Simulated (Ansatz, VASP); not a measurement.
**Cross-check of H23C11 (amorphous polyisobutylene at 580 K) between VASP and Ansatz**

One calculation is typed for both programs; each brings its own data sets. How far apart do they land? Of the first pair: The structure shown is the start of the Ansatz relaxation below; VASP solves that cell, so the two are compared at the walk's first step.

Calculated with Ansatz 0.2.0; plane waves, with VASP 6.6.1 beside it; single point at LDA.

## Step 1: Starting point

The cell holds 136 atoms: 44 C and 92 H. Cell: a = 10.021 Å, b = 10.691 Å, c = 10.326 Å, α = 94.5°, β = 85.7°, γ = 90.9°. As first built, before any earlier steps moved the atoms (in the runner's words): 2 polyisobutylene chains of 5 units placed at random, at 0.728 g/cm^3; overlaps pushed apart, then 20 ps at 800 K with MMFF94 bonds, angles, torsions, charges and radii (Halgren, J. Comput. Chem. 17, 490 (1996)) in harmonic and 12-6 forms; charges of ions scaled by 0.8. Snapshot after 30 ps at 580 K and fixed volume.

## Step 2: Ansatz: relaxation, LDA

Ansatz runs on its default PAW (the set named soft_2) files.

The two programs are compared at the cell with which this relaxation starts, whose forces are those of its first step.

Input file input.yaml:

```yaml
crystal:
  lattice:
    - [10.01304, -0.07404, 0.38212]
    - [-0.07404, 10.68239, -0.41225]
    - [0.38212, -0.41225, 10.31106]
  atoms:
    - { symbol: C, position: [0.78473, 0.54948, 0.50297] }
    - { symbol: C, position: [0.86449, 0.49689, 0.60563] }
    - { symbol: C, position: [0.80077, 0.38607, 0.67636] }
    - { symbol: C, position: [0.9007, 0.35323, 0.77309] }
    - { symbol: C, position: [0.78589, 0.27508, 0.57536] }
    - { symbol: C, position: [0.66245, 0.42938, 0.73983] }
    - { symbol: C, position: [0.58116, 0.36121, 0.84859] }
    - { symbol: C, position: [0.57728, 0.21862, 0.81961] }
    - { symbol: C, position: [0.64413, 0.39222, 0.97853] }
    - { symbol: C, position: [0.43966, 0.42018, 0.85392] }
    - { symbol: C, position: [0.30867, 0.3685, 0.92246] }
    - { symbol: C, position: [0.20596, 0.47174, 0.91226] }
    - { symbol: C, position: [0.26089, 0.24986, 0.8438] }
    - { symbol: C, position: [0.33054, 0.34648, 0.06574] }
    - { symbol: C, position: [0.21469, 0.32625, 0.17133] }
    - { symbol: C, position: [0.14431, 0.44953, 0.21917] }
    - { symbol: C, position: [0.10859, 0.233, 0.12147] }
    - { symbol: C, position: [0.27268, 0.26472, 0.28645] }
    - { symbol: C, position: [0.35768, 0.33535, 0.38898] }
    - { symbol: C, position: [0.41826, 0.23389, 0.46302] }
    - { symbol: C, position: [0.27144, 0.41828, 0.48946] }
    - { symbol: C, position: [0.47275, 0.41455, 0.33181] }
    - { symbol: H, position: [0.76393, 0.47688, 0.42351] }
    - { symbol: H, position: [0.84095, 0.62722, 0.4571] }
    - { symbol: H, position: [0.68682, 0.58835, 0.54482] }
    - { symbol: H, position: [0.88563, 0.57293, 0.68248] }
    - { symbol: H, position: [0.96487, 0.46593, 0.56035] }
    - { symbol: H, position: [0.00042, 0.33345, 0.72039] }
    - { symbol: H, position: [0.87055, 0.26882, 0.82508] }
    - { symbol: H, position: [0.91476, 0.43311, 0.8471] }
[... 100 atom lines left out ...]
    - { symbol: H, position: [0.42044, 0.67262, 0.43746] }
    - { symbol: H, position: [0.42758, 0.83534, 0.40133] }
    - { symbol: H, position: [0.56538, 0.76755, 0.47156] }
    - { symbol: H, position: [0.4068, 0.73854, 0.80512] }
    - { symbol: H, position: [0.56051, 0.72609, 0.70218] }
    - { symbol: H, position: [0.42413, 0.61788, 0.67381] }
kpoints:
  mp_grid: { grid: [1, 1, 1] }
hamiltonian:
  xc: lda
scf:
  occupations: { method: fixed }
output:
  forces: true
  eigenvalues: true
  stress: true
relax:
  f_tol: 0.05
  max_steps: 70
```

On the command line:

```bash
$ ansatz run input.yaml --threads 4 --pin off --max-ram 8192MiB --backend cpu --events-out ev --progress --plain --runs-dir out
```

Numbers of over 12 decimals in the logs are rounded to 6 here.

The log of the run:

```text
Warning: output.stress: scf.convergence.dr2_threshold = 1e-7 eV (the SCF's general default) is looser than the 1.08e-8 eV advised for a printed stress (1e-10 eV for each atom of the cell: 136, of which 108 are counted). What an SCF threshold leaves in a stress goes as its square root, and in the free energy as the threshold itself, and one threshold admits the most on a small cell: [figures from the program's tests c [...]
Engine: ansatz 0.2.0, x86_64-unknown-linux-gnu
Pseudopotentials: kind: paw
Pseudopotential: C, paw, valence charge 4, recommended cutoff 420 eV (normal), C.paw.azcp
Pseudopotential: H, paw, valence charge 1, recommended cutoff 420 eV (normal), H.paw.azcp
Functional definition: SPW92
  exchange = slater_x
  correlation = pw_c
Crystal: 136 atoms, lattice volume = 1099.609 Å³
Basis set: ecut = 420 eV, 21493 PW (Γ)
Bands: 270, of which v1, the nominal top of the filled ones, is band 134 counted from 1 (133 counted from 0)
Symmetry: 1 space group operations
Space group: P1 (ITA 1), of the structure as read, at distance tolerance 1.0e-4 Å
k-points: 1
Non-local potential: C, projectors of the file, l = 0: 2, l = 1: 2, l = 2: 1
Non-local potential: H, projectors of the file, l = 0: 2, l = 1: 1
PAW form: soft (Blöchl's): semilocal exchange-correlation on the pseudo side does not see the compensation charge
PAW frozen core: C, regenerated for the run's functional, and the local potential with it (the file was generated under x = pbe(κ = 0.804, μ = 0.219515), c = pbe(β = 0.066725))
PAW one-centre angular grid: C, 110 points (default); XC on 64 Gauss nodes
PAW one-centre angular grid: H, 110 points (default); XC on 64 Gauss nodes
Initial density: superposition of atomic densities (neutral atoms: chi_scale 0, normalization atom), corrected by the library's trained network
Initial wavefunctions: pseudopotential atomic-orbital guess
Functional: x = slater, c = lda
SCF iter   1: F=—  HF=-12145.512074 eV  |F-HF|=—  |Δ(HF+E_count)|=         —  Δρ=9.07e-3  dr2=6.10e-1  ethr=1.77e-3  ⟨swp⟩=4.0  Hψ=913  notcnv=0  defer=133
preconditioner: auto → Resta (q_TF=auto, 2.156 Å⁻¹)  ε∞=2.4  [insulator: Δε(μ)=4.959 eV  Ē_g=15.366 eV  n_scr=186 (ndim 8)  ℏωp=18.3 eV  f_vac=0.162  ε∞_Penn≈2.4]
SCF iter   2: F=—  HF=-12145.353405 eV  |F-HF|=—  |Δ(HF+E_count)|=   1.59e-1  Δρ=4.14e-3  dr2=1.23e-1  ethr=2.28e-4  ⟨swp⟩=2.0  Hψ=313  notcnv=0  defer=134
SCF iter   3: F=—  HF=-12145.322055 eV  |F-HF|=—  |Δ(HF+E_count)|=   3.14e-2  Δρ=9.79e-4  dr2=9.30e-3  ethr=4.58e-5  ⟨swp⟩=2.0  Hψ=240  notcnv=0  defer=134
SCF iter   4: F=—  HF=-12145.321952 eV  |F-HF|=—  |Δ(HF+E_count)|=   1.03e-4  Δρ=2.28e-4  dr2=5.72e-4  ethr=3.47e-6  ⟨swp⟩=2.0  Hψ=406  notcnv=0  defer=134
SCF iter   5: F=—  HF=-12145.322376 eV  |F-HF|=—  |Δ(HF+E_count)|=   4.24e-4  Δρ=7.15e-5  dr2=9.30e-5  ethr=2.13e-7  ⟨swp⟩=2.0  Hψ=243  notcnv=0  defer=134
SCF iter   6: F=-12145.322453 eV  HF=-12145.322438 eV  |F-HF|=1.44e-5  |Δ(HF+E_count)|=   6.26e-5  Δρ=1.98e-5  dr2=1.01e-5  ethr=2.33e-8  ⟨swp⟩=16.0  Hψ=1884  notcnv=0
SCF 1 converged in 6 iterations: F = -12145.322453 eV  dr2 = 1.01e-5
  greatest PAW one-centre occupation: 0.651 electrons in one spin orbital (limit 2), on the C atom at site 80 (counted from 0), in its partial waves of l = 0
relax step   1: F+E_penalty+E_count = -12145.32245281 eV  Δ(F+E_penalty+E_count) = +0.000e0 eV  max|allowed force component| = 3.395e-1 eV/Å  Δτ_max = 0.0000 Å  (6 SCF iters, dr2 threshold 6.25e-5 eV, accepted)
Initial density: handed on by an earlier stage of this run
Initial wavefunctions: those handed on with the density
iter 1 solved again at ethr=1.75e-4 eV; its pass at ethr=3.10e-3 eV (dr2=4.68e-1 eV) is discarded
SCF iter   1: F=—  HF=-12145.726533 eV  |F-HF|=—  |Δ(HF+E_count)|=         —  Δρ=7.91e-3  dr2=4.86e-1  ethr=1.75e-4  ⟨swp⟩=1.0  Hψ=758  notcnv=0  defer=132
preconditioner: auto → Resta (q_TF=auto, 2.156 Å⁻¹)  ε∞=2.4  [insulator: Δε(μ)=5.144 eV  Ē_g=15.534 eV  n_scr=186 (ndim 8)  ℏωp=18.3 eV  f_vac=0.168  ε∞_Penn≈2.4]
[...]
- { symbol: H, position: [0.909427, 0.431766, 0.848625] }
    - { symbol: H, position: [0.881711, 0.253431, 0.526890] }
    - { symbol: H, position: [0.744251, 0.191346, 0.621108] }
    - { symbol: H, position: [0.714828, 0.298677, 0.504202] }
    - { symbol: H, position: [0.594319, 0.431985, 0.659645] }
    - { symbol: H, position: [0.669070, 0.527346, 0.780979] }
    - { symbol: H, position: [0.529907, 0.190148, 0.728290] }
    - { symbol: H, position: [0.518967, 0.173533, 0.898997] }
    - { symbol: H, position: [0.677997, 0.180219, 0.812400] }
    - { symbol: H, position: [0.585806, 0.346576, 0.058006] }
    - { symbol: H, position: [0.745168, 0.357873, 0.973361] }
    - { symbol: H, position: [0.642966, 0.493189, 0.00263884] }
    - { symbol: H, position: [0.413603, 0.423304, 0.752305] }
    - { symbol: H, position: [0.450084, 0.516987, 0.893014] }
    - { symbol: H, position: [0.104661, 0.437123, 0.945495] }
    - { symbol: H, position: [0.203624, 0.489134, 0.809861] }
    - { symbol: H, position: [0.230792, 0.555112, 0.969846] }
    - { symbol: H, position: [0.156888, 0.225960, 0.871982] }
    - { symbol: H, position: [0.321566, 0.164853, 0.860847] }
    - { symbol: H, position: [0.272478, 0.261655, 0.740838] }
    - { symbol: H, position: [0.397802, 0.263308, 0.062842] }
    - { symbol: H, position: [0.391600, 0.426095, 0.102400] }
    - { symbol: H, position: [0.076526, 0.434878, 0.302589] }
    - { symbol: H, position: [0.218880, 0.522819, 0.246220] }
[...]
- { symbol: C, position: [0.740507, 0.997330, 0.395647] }
    - { symbol: C, position: [0.816498, 0.947497, 0.271157] }
    - { symbol: C, position: [0.754754, 0.977935, 0.146813] }
    - { symbol: C, position: [0.728715, 0.118063, 0.151019] }
    - { symbol: C, position: [0.620671, 0.910969, 0.136359] }
    - { symbol: C, position: [0.849450, 0.950188, 0.024471] }
    - { symbol: C, position: [0.913580, 0.823176, 0.981317] }
    - { symbol: C, position: [0.021351, 0.792255, 0.069820] }
    - { symbol: C, position: [0.814874, 0.713574, 0.979423] }
    - { symbol: C, position: [0.990460, 0.831248, 0.846758] }
    - { symbol: C, position: [0.929667, 0.879970, 0.727902] }
    - { symbol: C, position: [0.937396, 0.022150, 0.730732] }
    - { symbol: C, position: [0.783712, 0.840569, 0.721043] }
    - { symbol: C, position: [0.997030, 0.819482, 0.599175] }
    - { symbol: C, position: [0.140704, 0.840793, 0.541528] }
    - { symbol: C, position: [0.145543, 0.763392, 0.410981] }
    - { symbol: C, position: [0.167378, 0.976362, 0.512844] }
    - { symbol: C, position: [0.239161, 0.790347, 0.630496] }
    - { symbol: C, position: [0.391543, 0.806355, 0.611737] }
    - { symbol: C, position: [0.435775, 0.939382, 0.652045] }
    - { symbol: C, position: [0.451538, 0.769009, 0.475177] }
    - { symbol: C, position: [0.447873, 0.719432, 0.703183] }
[...]
- { symbol: H, position: [0.405553, 0.00800201, 0.585982] }
    - { symbol: H, position: [0.545793, 0.944906, 0.652814] }
    - { symbol: H, position: [0.418314, 0.674221, 0.440163] }
    - { symbol: H, position: [0.426125, 0.835305, 0.404347] }
    - { symbol: H, position: [0.561832, 0.767880, 0.474573] }
    - { symbol: H, position: [0.405492, 0.740137, 0.804287] }
    - { symbol: H, position: [0.557680, 0.728965, 0.702349] }
    - { symbol: H, position: [0.423705, 0.620437, 0.674619] }
```

Reading the cycles: dr2 is the Hartree energy of the density residual (eV), the measure of convergence; HF is the Harris–Foulkes estimate of the energy, which meets the free energy F at convergence.

## Step 3: VASP: single point, LDA, start cell, pair 1

The same cell, functional (in two slightly different forms) and mesh now go to VASP, with its own data sets.

Lines of VASP's logs that name or quote its potential files are left out, and so is its time.

Input file INCAR:

```
SYSTEM = H23C11
PREC = Accurate
ENCUT = 520
EDIFF = 1E-06
NELM = 120
ISMEAR = 0
SIGMA = 0.01
LREAL = Auto
ALGO = Normal
GGA = CA
NBANDS = 229
LORBIT = 11
LWAVE = .FALSE.
LCHARG = .FALSE.
ISIF = 2
LASPH = .TRUE.
GGA_COMPAT = .FALSE.
EFERMI = MIDGAP
```

Input file POSCAR:

```
H23C11
1.0
   10.0130400000     -0.0740400000      0.3821200000
   -0.0740400000     10.6823900000     -0.4122500000
    0.3821200000     -0.4122500000     10.3110600000
C H
44 92
Direct
    0.7847255364      0.5494791751      0.5029709330
    0.8644892861      0.4968905313      0.6056316689
    0.8007692511      0.3860669260      0.6763578278
    0.9006995859      0.3532255171      0.7730865589
    0.7858861214      0.2750770396      0.5753625432
    0.6624547667      0.4293837668      0.7398343373
    0.5811603284      0.3612074858      0.8485873229
    0.5772770190      0.2186238699      0.8196090990
    0.6441325750      0.3922239914      0.9785277557
    0.4396576944      0.4201756890      0.8539195223
    0.3086667227      0.3684979508      0.9224624386
    0.2059649012      0.4717417180      0.9122604480
    0.2608863094      0.2498574034      0.8438040161
    0.3305423480      0.3464836942      0.0657382520
    0.2146888631      0.3262495545      0.1713266600
    0.1443052057      0.4495283579      0.2191701106
    0.1085920205      0.2330017135      0.1214676060
    0.2726784894      0.2647234800      0.2864532211
    0.3576829046      0.3353499368      0.3889774882
    0.4182635304      0.2338940055      0.4630169879
    0.2714399084      0.4182842831      0.4894564747
    0.4727536018      0.4145507544      0.3318136004
    0.7358822672      0.9985145294      0.3991192256
    0.8132356937      0.9472368035      0.2744475106
    0.7513891265      0.9773640698      0.1485780826
    0.7243857877      0.1186904233      0.1520045301
    0.6163965683      0.9091109158      0.1371482193
    0.8477843556      0.9494833773      0.0259109310
    0.9130075891      0.8213854207      0.9832876232
    0.0215710714      0.7909439738      0.0731955701
[... 100 atom lines left out ...]
    0.4204357673      0.6726182152      0.4374555035
    0.4275814962      0.8353381730      0.4013341713
    0.5653764442      0.7675492999      0.4715597186
    0.4068025028      0.7385359752      0.8051174257
    0.5605132575      0.7260898723      0.7021826295
    0.4241342739      0.6178841405      0.6738058500
```

Input file KPOINTS:

```
Automatic mesh
0
Gamma
1 1 1
0 0 0
```

Potentials, in the order of the species: C and H (LDA family, release 64).

On the command line:

```bash
$ export OMP_NUM_THREADS=3
$ mpirun -np 1 vasp_gam
```

The log of the run:

```text
[banner, memory and clock lines left out]
running    1 mpi-ranks, on    1 nodes
[...]
Offloading initialized ...    1 GPUs detected
[...]
LDA part: xc-table for (Slater(with rela. corr.)+CA(PZ))
 , standard interpolation
 POSCAR, INCAR and KPOINTS ok, starting setup
[...]
entering main loop
       N       E                     dE             d eps       ncg     rms          rms(c)
DAV:   1     0.140289563885E+04    0.14029E+04   -0.13393E+05   466   0.108E+03
DAV:   2    -0.679275264884E+03   -0.20822E+04   -0.19640E+04   575   0.245E+02
DAV:   3    -0.859202024743E+03   -0.17993E+03   -0.17835E+03   596   0.716E+01
DAV:   4    -0.863794651178E+03   -0.45926E+01   -0.45795E+01   588   0.132E+01
[...]
DAV:  17    -0.783140292913E+03   -0.18551E-05   -0.31960E-05   612   0.169E-02    0.629E-03
DAV:  18    -0.783140294879E+03   -0.19656E-05   -0.16613E-05   564   0.894E-03    0.395E-03
DAV:  19    -0.783140294600E+03    0.27847E-06   -0.15343E-06   460   0.350E-03
   1 F= -.78314029E+03 E0= -.78314029E+03  d E =0.000000E+00
```

Parts of OUTCAR (step 3):

```text
  FREE ENERGIE OF THE ION-ELECTRON SYSTEM (eV)
  ---------------------------------------------------
  free  energy   TOTEN  =      -783.1402946004 eV

  energy  without entropy=     -783.1402946004  energy(sigma->0) =     -783.14029460
```

The run ends at a pressure of -3.03 GPa, with forces up to 0.31 eV/Å.

## Step 4: Comparison

Known differences besides the potentials themselves: the two LDA forms differ slightly; fixed occupations in Ansatz, narrow Gaussian smearing in VASP; the cutoff is 420 eV in Ansatz and 520 eV in VASP (PREC = Accurate, projectors in real space); VASP's log shows a relativistic correction to its local exchange, Ansatz's none. Total energies have different zeros and are not compared.

Forces on 10 of the 136 atoms, those with the largest forces and the largest differences (eV/Å; atoms numbered as in POSCAR):

```tsv
atom	Ansatz x, y, z	VASP x, y, z
H57	-0.025, -0.309, -0.104	-0.019, -0.258, -0.086
H72	-0.203, 0.253, -0.010	-0.170, 0.212, -0.008
H103	-0.244, -0.225, -0.009	-0.206, -0.189, -0.007
H124	-0.044, -0.216, -0.273	-0.037, -0.187, -0.234
H127	0.078, 0.338, -0.032	0.069, 0.288, -0.029
H128	0.117, -0.103, -0.327	0.101, -0.089, -0.283
H131	0.098, 0.320, 0.120	0.084, 0.277, 0.105
H132	0.083, -0.226, 0.248	0.070, -0.193, 0.212
H134	0.118, -0.049, -0.339	0.101, -0.042, -0.292
H136	0.079, 0.331, 0.075	0.068, 0.282, 0.064
```

The forces differ by 24 meV/Å r.m.s., which is 18.0 % of the r.m.s. force of 0.134 eV/Å (both taken over all components).

(Part 1 of 2 ends here.)

[Lines on the potential files, build, host, timing and source positions are cut from VASP's logs without a mark.]

[Logs are printed without paths, hosts, clocks, repeated set-up lines and the standing remarks that a program may print on its own settings, such as how far it seeks lower states.]

[Hosts, paths, dates, database ids (printed as entryN), source tags and the programs' standing remarks are cut or masked in the printed files.]

[The MMFF94 radii named for the starting cell were scaled by 0.96; in molecules described by MMFF94, hydrogen bound to N, O or S took a small fixed 12-6 site in their place.]
